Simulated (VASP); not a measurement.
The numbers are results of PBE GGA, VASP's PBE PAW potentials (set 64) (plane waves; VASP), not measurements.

VASP input:

**INCAR**
```
ALGO=Normal
EDIFF=1E-6
ENCUT=800
GGA=PE
ISIF=2
ISMEAR=1
LASPH=.True.
LCHARG=.False.
LMAXMIX=4
LREAL=.False.
LWAVE=.False.
NELM=100
PREC=Accurate
SIGMA=0.1
SYSTEM=TiAl
```

File KPOINTS:
```
Automatic mesh
0
Gamma
11 12 8
0 0 0
```

POSCAR:
```
TiAl
1
    2.8725310000     0.0000000000     0.0000000000
    0.0000000000     2.8241150000     0.0000000000
    0.0000000000     0.0000000000     4.0770390000
Ti Al
1 1
Direct
  0.0000000000   0.0000000000   0.0000000000
  0.5149240000   0.5000000000   0.5000000000
```

POTCAR, in this order: Ti_sv Al (PBE.64 set). Program: vasp_std.

The run wrote:

### OSZICAR
```
       N       E                     dE             d eps       ncg     rms          rms(c)
DAV:   1     0.110504657586E+03    0.11050E+03   -0.94540E+03  4620   0.188E+03
DAV:   2    -0.672527216532E+01   -0.11723E+03   -0.11437E+03  4653   0.392E+02
DAV:   3    -0.137221261340E+02   -0.69969E+01   -0.66391E+01  7526   0.886E+01
DAV:   4    -0.140052511614E+02   -0.28313E+00   -0.27891E+00  5951   0.153E+01
DAV:   5    -0.140177390076E+02   -0.12488E-01   -0.12481E-01  6595   0.289E+00    0.953E+00
DAV:   6    -0.125467623210E+02    0.14710E+01   -0.13088E+01  5815   0.389E+01    0.341E+00
DAV:   7    -0.123992309693E+02    0.14753E+00   -0.13046E+00  5418   0.121E+01    0.183E+00
DAV:   8    -0.123866661850E+02    0.12565E-01   -0.15447E-01  5323   0.444E+00    0.503E-01
DAV:   9    -0.123848910882E+02    0.17751E-02   -0.26603E-02  5599   0.217E+00    0.219E-01
DAV:  10    -0.123850699969E+02   -0.17891E-03   -0.16542E-03  5838   0.482E-01    0.472E-02
DAV:  11    -0.123850598731E+02    0.10124E-04   -0.32485E-04  6202   0.191E-01    0.430E-02
DAV:  12    -0.123850639739E+02   -0.41007E-05   -0.25229E-05  5418   0.593E-02    0.101E-02
DAV:  13    -0.123850638261E+02    0.14778E-06   -0.19193E-06  4393   0.181E-02
   1 F= -.12385064E+02 E0= -.12385278E+02  d E =0.643780E-03
```

File OUTCAR:
```
------------------------ aborting loop because EDIFF is reached ----------------------------------------
  FORCE on cell =-STRESS in cart. coord.  units (eV):
  Direction    XX          YY          ZZ          XY          YZ          ZX
  --------------------------------------------------------------------------------------
  Total       -0.7536431     -0.1837429     -0.2985525      0.0000000      0.0000000      0.0000000
  in kB      -36.5076891     -8.9008007    -14.4623639      0.0000000      0.0000000      0.0000000
  external PRESSURE =     -19.9569512 kB  Pullay stress =       0.0000000 kB
  volume of cell :       33.07
      direct lattice vectors                 reciprocal lattice vectors
     2.872531000  0.000000000  0.000000000     0.348125051  0.000000000  0.000000000
     0.000000000  2.824115000  0.000000000     0.000000000  0.354093229  0.000000000
     0.000000000  0.000000000  4.077039000     0.000000000  0.000000000  0.245276045
 POSITION                                       TOTAL-FORCE (eV/Angst)
 -----------------------------------------------------------------------------------
      0.00000      0.00000      0.00000         0.179168      0.000000      0.000000
      1.47914      1.41206      2.03852        -0.179168      0.000000      0.000000
 -----------------------------------------------------------------------------------
    total drift:                               -0.000016     -0.000000      0.000000
  FREE ENERGIE OF THE ION-ELECTRON SYSTEM (eV)
  ---------------------------------------------------
  free  energy   TOTEN  =       -12.3850638261 eV

  energy  without entropy=      -12.3857076059  energy(sigma->0) =      -12.38527842
```
(Selected blocks of OUTCAR.)

The compound is TiAl in the L1_0 structure. The cell was not relaxed at this level, atoms are displaced from their ideal sites. The run is one of a series of settings (ENCUT = 800 against the base run), some of them coarse on purpose. The electron count is odd and the run is not spin-polarised, which forces a metal.
